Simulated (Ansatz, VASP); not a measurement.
## Ga2O3: VASP beside Ansatz

One calculation is typed for both programs; each brings its own data sets. How far apart do they land? The cell is taken from a series of runs on this material, whose earlier steps may have relaxed, scaled, displaced or heated it; both programs get it as it stands.

Method: plane waves, with VASP 6.6.1 beside it; G0W0 gap at PBE, in Ansatz 0.2.0.

### Step 1. Set-up

It takes space group C2/m (No. 12, monoclinic). The conventional cell has a = 12.214 Å, b = 3.037 Å, c = 5.907 Å, α = 90.00°, β = 103.57°, γ = 90.00°. Ga has 4 O at 1.85 to 1.88 Å nearest. Nearest to Ga lie 6 O at 1.94 to 2.08 Å. Nearest to O lie 3 Ga at 1.85 to 1.96 Å. O has 4 Ga at 1.88 to 2.08 Å nearest. Nearest to O lie 3 Ga at 1.85 to 1.94 Å. Farther neighbours and most contacts between anions are not listed.

Structure file:

```cif
data_structure
_symmetry_space_group_name_H-M 'C2/m'
_symmetry_Int_Tables_number 12
_cell_length_a 12.2140
_cell_length_b 3.0371
_cell_length_c 5.9075
_cell_angle_alpha 90.000
_cell_angle_beta 103.569
_cell_angle_gamma 90.000
_cell_volume 213.02
loop_
_atom_site_label
_atom_site_type_symbol
_atom_site_symmetry_multiplicity
_atom_site_Wyckoff_symbol
_atom_site_fract_x
_atom_site_fract_y
_atom_site_fract_z
_atom_site_occupancy
Ga1 Ga 4 i 0.09337 0.00000 0.79954 1
Ga2 Ga 4 i 0.15844 0.50000 0.31547 1
O1 O 4 i 0.16791 0.00000 0.11101 1
O2 O 4 i 0.17234 0.00000 0.56143 1
O3 O 4 i 0.49500 0.00000 0.25280 1
```

### Step 2. Ansatz: G0W0 gap, PBE

Ansatz runs on its PAW soft_1 files.

Quasiparticle shifts depend on high empty states and on the cores, so they are the hardest test of two PAW sets.

input.yaml reads:

```yaml
crystal:
  lattice:
    - [6.107, -1.51855, 0.0]
    - [6.107, 1.51855, 0.0]
    - [-1.3859888959, 0.0, 5.7426089128]
  atoms:
    - { symbol: Ga, position: [0.0933687441, 0.0933687441, 0.799539076] }
    - { symbol: Ga, position: [0.9066312559, 0.9066312559, 0.200460924] }
    - { symbol: Ga, position: [0.6584374779, 0.6584374779, 0.3154718645] }
    - { symbol: Ga, position: [0.3415625221, 0.3415625221, 0.6845281355] }
    - { symbol: O, position: [0.1679092175, 0.1679092175, 0.1110053659] }
    - { symbol: O, position: [0.8320907825, 0.8320907825, 0.8889946341] }
    - { symbol: O, position: [0.1723365533, 0.1723365533, 0.5614330838] }
    - { symbol: O, position: [0.8276634467, 0.8276634467, 0.4385669162] }
    - { symbol: O, position: [0.4949950521, 0.4949950521, 0.2528024364] }
    - { symbol: O, position: [0.5050049479, 0.5050049479, 0.7471975636] }
kpoints:
  mp_grid: { grid: [4, 4, 2] }
hamiltonian:
  xc: pbe
  pseudopotentials: { kind: paw, azcp: { folder: soft_1 } }
scf:
  occupations: { method: fixed }
gw:
  n_empty_bands: 392
  ecut_chi: 140
  qp_bands: [v3, c3]
  qp_kpoints: band_edges
  screening: { model: contour_deformation }
```

Command:

```bash
ansatz run input.yaml --threads 2 --pin off --max-ram 73728MiB --backend cuda --events-out ev --progress --plain --runs-dir out --devices 1 --max-vram 13GiB
```

Numbers of over 12 decimals in the logs are rounded to 6 here.

What it wrote:

```text
GPUs: using 1 of 1 available (devices: 1).
Engine: ansatz 0.2.0, x86_64-unknown-linux-gnu
Pseudopotentials: kind: paw
Pseudopotential: Ga, paw, valence charge 13, recommended cutoff 420 eV (normal), soft_1/Ga.paw.azcp
Pseudopotential: O, paw, valence charge 6, recommended cutoff 420 eV (normal), soft_1/O.paw.azcp
Functional definition: PBE
  parameter kappa = 0.804
  parameter beta = 0.066725
  exchange = pbe_x(kappa = kappa, mu = beta*pi^2/3)
  correlation = pbe_c(beta = beta)
device memory: the entry about to start is reckoned to put 2.4 GiB on a device that reports 53.2 GiB free (of which the cap on the GPU budget leaves the run 13.0 GiB)
GPU FFT provider: cuFFT
GPU libraries: cuBLAS 13.8.2, cuFFT 12.4.0, cuSOLVER 12.3.4
Crystal: 10 atoms, lattice volume = 106.511 Å³
Basis set: ecut = 420 eV, 2079 PW (Γ)
Bands: 54, of which v1, the nominal top of the filled ones, is band 44 counted from 1 (43 counted from 0)
Symmetry: 4 space group operations
Space group: C2/m (ITA 12), of the structure as read, at distance tolerance 4.7e-5 Å
k-points: 14 of 32
Non-local potential: Ga, projectors of the file, l = 0: 2, l = 1: 2, l = 2: 3, l = 3: 1
Non-local potential: O, projectors of the file, l = 0: 2, l = 1: 2, l = 2: 1
PAW form: soft (Blöchl's): semilocal exchange-correlation on the pseudo side does not see the compensation charge
PAW one-centre angular grid: Ga, 590 points (default); XC on 64 Gauss nodes
PAW one-centre angular grid: O, 110 points (default); XC on 64 Gauss nodes
Initial density: superposition of atomic densities (chi_scale 0.1, normalization cell, long waves kept (reshape's long-wave potential 0.03 eV rms))
Initial wavefunctions: pseudopotential atomic-orbital guess
GPU buffer pool allocated for 81000 grid points (all kernels)
GPU transforms: local potential and band sums: pruned to the plane-wave sphere, on 45×45×40
Functional: x = pbe(κ = 0.804, μ = 0.219515), c = pbe(β = 0.066725)
SCF iter   1: F=—  HF=-18542.521642 eV  |F-HF|=—  |Δ(HF+E_count)|=         —  Δρ=1.21e-1  dr2=7.51e0  ethr=3.10e-3  ⟨swp⟩=4.0  Hψ=2168  notcnv=0  defer=87
preconditioner: auto → Resta (q_TF=auto, 2.643 Å⁻¹)  ε∞=4.2  [insulator: Δε(μ)=2.717 eV  Ē_g=18.734 eV  n_scr=34 (ndim 8)  ℏωp=33.8 eV  f_vac=0.000  ε∞_Penn≈4.2]
SCF iter   2: F=—  HF=-18540.607654 eV  |F-HF|=—  |Δ(HF+E_count)|=    1.91e0  Δρ=5.39e-2  dr2=1.44e0  ethr=3.10e-3  ⟨swp⟩=2.0  Hψ=1487  notcnv=0  defer=85
SCF iter   3: F=—  HF=-18540.094997 eV  |F-HF|=—  |Δ(HF+E_count)|=   5.13e-1  Δρ=1.59e-2  dr2=2.02e-1  ethr=1.64e-3  ⟨swp⟩=3.0  Hψ=1066  notcnv=0  defer=111
SCF iter   4: F=—  HF=-18540.044147 eV  |F-HF|=—  |Δ(HF+E_count)|=   5.09e-2  Δρ=4.78e-3  dr2=1.87e-2  ethr=2.30e-4  ⟨swp⟩=2.0  Hψ=1264  notcnv=0  defer=112
SCF iter   5: F=—  HF=-18540.057666 eV  |F-HF|=—  |Δ(HF+E_count)|=   1.35e-2  Δρ=2.55e-3  dr2=4.87e-3  ethr=2.13e-5  ⟨swp⟩=2.0  Hψ=1318  notcnv=0  defer=112
SCF iter   6: F=—  HF=-18540.060374 eV  |F-HF|=—  |Δ(HF+E_count)|=   2.71e-3  Δρ=3.64e-4  dr2=1.19e-4  ethr=5.54e-6  ⟨swp⟩=2.0  Hψ=1264  notcnv=0  defer=112
SCF iter   7: F=—  HF=-18540.060595 eV  |F-HF|=—  |Δ(HF+E_count)|=   2.21e-4  Δρ=2.48e-4  dr2=5.10e-5  ethr=1.35e-7  ⟨swp⟩=2.0  Hψ=1345  notcnv=0  defer=108
SCF iter   8: F=—  HF=-18540.060593 eV  |F-HF|=—  |Δ(HF+E_count)|=   1.81e-6  Δρ=9.47e-5  dr2=6.64e-6  ethr=5.80e-8  ⟨swp⟩=2.0  Hψ=1354  notcnv=0  defer=52
SCF iter   9: F=—  HF=-18540.060594 eV  |F-HF|=—  |Δ(HF+E_count)|=   1.05e-6  Δρ=2.13e-5  dr2=3.82e-7  ethr=7.54e-9  ⟨swp⟩=2.0  Hψ=1225  notcnv=0  defer=52
SCF iter  10: F=-18540.060594 eV  HF=-18540.060594 eV  |F-HF|=2.45e-8  |Δ(HF+E_count)|=   3.39e-7  Δρ=7.58e-6  dr2=4.89e-8  ethr=1.14e-10  ⟨swp⟩=9.9  Hψ=2982  notcnv=0
SCF 1 converged in 10 iterations: F = -18540.060594 eV  dr2 = 4.89e-8
  greatest PAW one-centre occupation: 0.998 electrons in one spin orbital (limit 2), on the Ga atom at site 3 (counted from 0), in its partial waves of l = 2
device memory: the entry about to start is reckoned to put 3.0 GiB on a device that reports 53.4 GiB free (of which the cap on the GPU budget leaves the run 13.0 GiB)
NSCF: frozen V_eff on 14 k-points
the band table was solved once the SCF had ended and its energy, with any forces and stress, was formed, with the checks that follow a solve (2719 applications of the Hamiltonian). They found nothing against the state; the energy, forces and stress were not computed again (output.eigenvalues in the input reference)
device memory: the entry about to start is reckoned to put 3.2 GiB on a device that reports 53.3 GiB free (of which the cap on the GPU budget leaves the run 13.0 GiB)
NSCF: frozen V_eff on 14 k-points
G₀W₀ screening: q 1/14
[... further progress lines ...]
device memory: the entry about to start is reckoned to put 1.0 GiB on a device that reports 48.5 GiB free (of which the cap on the GPU budget leaves the run 13.0 GiB)
NSCF: frozen V_eff on 1 k-points
[...]
k-point 1: bands = [... 40 lower, 7.2562, 7.3221, 7.4674, 7.6099, 12.5676, 12.6113, 14.5347, 15.0131, ... 6 higher]
  k-point 2: bands = [... 40 lower, 6.8770, 7.1703, 7.4061, 7.8144, 12.4535, 13.9836, 14.6545, 15.7700, ... 6 higher]
  k-point 13: bands = [... 40 lower, 7.2754, 7.3663, 7.3894, 7.8882, 12.9409, 13.0939, 14.0241, 14.2940, ... 6 higher]
--- G₀W₀: contour deformation, 6 samples at zero and on the imaginary axis and 2 off it, 32 q-points, 392 empty bands' worth ---
  eigenvalues of the whole cell's RPA ε∞ on this k-mesh (on a slab, of 1 + 4πα/V) = 4.0929, 4.2799, 4.5917; static W/v taken at q = 0 is 0.223627
  gw.qp_kpoints: band_edges: 12 of 14 stored k-points solved, in 1 pass; an edge of the gap read off the rows below is read off those points alone
    valence top: of the k-points left out ik 11 came nearest to being solved in a further pass, in band 44 (counted from 1, as in the quasiparticle table): it holds the edge there only if its correction is more favourable than any solved in that band by at least 0.582 eV; those differ by 0.131 eV
    conduction bottom: of the k-points left out ik 11 came nearest to being solved in a further pass, in band 45 (counted from 1, as in the quasiparticle table): it holds the edge there only if its correction is more favourable than any solved in that band by at least 4.496 eV; those differ by 0.363 eV
    ik  band        ε_KS         Σx   Σc(E_QP)       V_xc       Z   E_QP_lin       E_QP  E_QP is
     0    42      7.4516   -27.1155     4.8970   -21.3142  0.7555     6.5330     6.5475  root
     0    43      7.6231   -27.0454     4.6944   -21.4967  0.7572     6.7567     6.7689  root
     0    44      7.8439   -27.6488     4.9362   -21.8065  0.7588     6.9240     6.9378  root
     0    45     10.1298   -12.2846    -3.5819   -16.6632  0.8229    10.9325    10.9264  root
     0    46     13.4008   -11.7336    -4.3403   -17.1740  0.8056    14.5193    14.5009  root
     0    47     14.5509   -12.2812    -4.5855   -18.0750  0.8022    15.7820    15.7591  root
     1    42      7.3221   -27.6639     4.6905   -22.1385  0.7595     6.4760     6.4872  root
     1    43      7.4674   -28.1262     4.5583   -22.7143  0.7617     6.6022     6.6140  root
     1    44      7.6099   -26.9352     4.9468   -21.0881  0.7519     6.6947     6.7097  root
     1    45     12.5676   -13.6687    -3.7765   -18.4830  0.8054    13.6189    13.6053  root
     1    46     12.6113   -13.2906    -3.7541   -18.0904  0.8028    13.6711    13.6570  root
     1    47     14.5347   -12.4022    -4.5876   -18.2131  0.7954    15.7836    15.7580  root
     2    42      7.1703   -26.4761     5.0409   -20.4561  0.7500     6.1722     6.1912  root
     2    43      7.4061   -26.7917     4.9912   -20.8625  0.7516     6.4515     6.4681  root
     2    44      7.8144   -27.7518     5.0617   -21.7453  0.7580     6.8543     6.8698  root
     2    45     12.4535   -13.2221    -3.8015   -18.0515  0.8058    13.4949    13.4813  root
     2    46     13.9836   -11.2993    -4.4771   -16.8695  0.8038    15.0955    15.0766  root
     2    47     14.6545   -12.5409    -4.6512   -18.4475  0.8009    15.9351    15.9098  root
     3    42      7.1827   -27.0628     4.9004   -21.2159  0.7572     6.2205     6.2363  root
     3    43      7.3659   -26.8363     5.0456   -20.8247  0.7521     6.3823     6.3999  root
     3    44      7.6270   -27.0469     5.0283   -21.0942  0.7525     6.6869     6.7027  root
     3    45     13.5506   -13.1324    -4.0778   -18.3405  0.8005    14.6994    14.6809  root
     3    46     13.8210   -13.0390    -4.1920   -18.3996  0.7975    15.0103    14.9896  root
     3    47     15.3935   -12.9165    -4.8311   -19.0947  0.7849    16.7753    16.7407  root
[...]
12    46     12.5301   -13.8917    -3.7577   -18.6771  0.7989    13.5697    13.5577  root
    12    47     13.8542    -8.4981    -4.3039   -13.5329  0.8280    14.5914    14.5850  root
    13    42      7.3663   -28.0785     4.6246   -22.5881  0.7606     6.4882     6.5005  root
    13    43      7.3894   -27.3695     4.8568   -21.5870  0.7595     6.4494     6.4638  root
    13    44      7.8882   -27.0393     4.9681   -21.1882  0.7547     6.9917     7.0053  root
    13    45     12.9409   -13.3481    -3.9426   -18.3864  0.8041    14.0525    14.0365  root
    13    46     13.0939   -12.5511    -4.0224   -17.6398  0.8019    14.1757    14.1601  root
    13    47     14.0241   -12.7221    -4.3753   -18.2358  0.7974    15.1861    15.1626  root
```

Reading the cycles: dr2 is the Hartree energy of the density residual (eV), the measure of convergence; HF is the Harris–Foulkes estimate of the energy, which meets the free energy F at convergence.

(Part 1 of 2 ends here.)

[Lines on the potential files, build, host, timing and source positions are cut from VASP's logs without a mark.]

[Logs are printed without paths, hosts, clocks, repeated set-up lines and the standing remarks that a program may print on its own settings, such as how far it seeks lower states.]

[Hosts, paths, dates, database ids (printed as entryN), source tags and the programs' standing remarks are cut or masked in the printed files.]
